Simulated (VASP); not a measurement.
Data:

```xyz
2
Lattice="0.0000 3.5974 3.5974 3.5974 0.0000 3.5974 3.5974 3.5974 0.0000" Properties=species:S:1:pos:R:3 pbc="T T T"
Ba     0.0000     0.0000     0.0000
Te     3.5974     3.5974     3.5974
```

All values below come from MS2 meta-GGA, VASP's PBE PAW potentials (set 64) (plane waves; VASP). Numerical set-up: 520 eV cut-off, 7×7×7 Γ-centred mesh, Gaussian smearing of 0.050 eV, potentials Ba_sv Te.

Question: Estimate the energy per atom (σ→0), pressure.

Answer: 
- energy per atom (σ→0) = 0.694 eV/atom
- pressure = -15.5 kbar

The absolute energy has meaning only against runs of the same code, potentials and settings.

The compound is BaTe in the rock salt structure. This cell is one point of a volume scan, at 1.06 of the reference volume.
